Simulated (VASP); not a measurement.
VASP ran on this input.

**KPOINTS**
```
K-points
0
G
  5 5 3
```

### POSCAR
```
AgI
1
    2.3337834113    -4.0422318590    -0.0000000000
    2.3337834113     4.0422318590    -0.0000000000
    0.0000000000     0.0000000000     7.6239865261
Ag I
2 2
Direct
  0.6666670000   0.3333330000   0.5001128811
  0.3333330000   0.6666670000   0.0001128811
  0.6666670000   0.3333330000   0.8748871189
  0.3333330000   0.6666670000   0.3748871189
```

### INCAR
```
# general
SYSTEM  = AgI
PREC    = Accurate
ENCUT   = 350
LREAL   = .False.
LASPH   = .True.

# electronic loop
EDIFF   = 1E-6
NELM    = 100
ALGO    = Normal
LMAXMIX = 4

# smearing
ISMEAR  = 0
SIGMA   = 0.05

# functional
GGA     = PE

# ions
IBRION  = 2
NSW     = 60
ISIF    = 3
EDIFFG  = -0.02

# output
LWAVE   = .False.
LCHARG  = .False.
```

POTCAR, in this order: Ag I (PBE.64 set). Program: vasp_std.

Problem. Write an equivalent input for Ansatz.

Solution. One equivalent input (not run):
Ansatz 0.2 input:
```yaml
crystal:
  lattice:
    - [2.3337834, -4.0422319, 0.0000000]
    - [2.3337834, 4.0422319, 0.0000000]
    - [0.0000000, 0.0000000, 7.6239865]
  atoms:
    - { symbol: Ag, position: [0.6666670, 0.3333330, 0.5001129] }
    - { symbol: Ag, position: [0.3333330, 0.6666670, 0.0001129] }
    - { symbol: I, position: [0.6666670, 0.3333330, 0.8748871] }
    - { symbol: I, position: [0.3333330, 0.6666670, 0.3748871] }
kpoints:
  mp_grid: { grid: [5, 5, 3] }
hamiltonian:
  xc: pbe
  pseudopotentials: { kind: paw }
scf:
  occupations: { method: gaussian, width: 0.05 }
  max_iter: 100
relax:
  max_steps: 60
  f_tol: 0.02
  cell: {}
output: { forces: true, stress: true, eigenvalues: true }
```
Limits of the translation: each code has its own PAW files, so the cut-off isn't converted (ENCUT is set for VASP's; basis.ecutwfc is left out, and Ansatz then takes the one that its files recommend); Ansatz stops its SCF on the density residual and VASP on the energy change (EDIFF).

The compound is AgI in the wurtzite structure. It was relaxed first. The start is the result of an earlier pass.
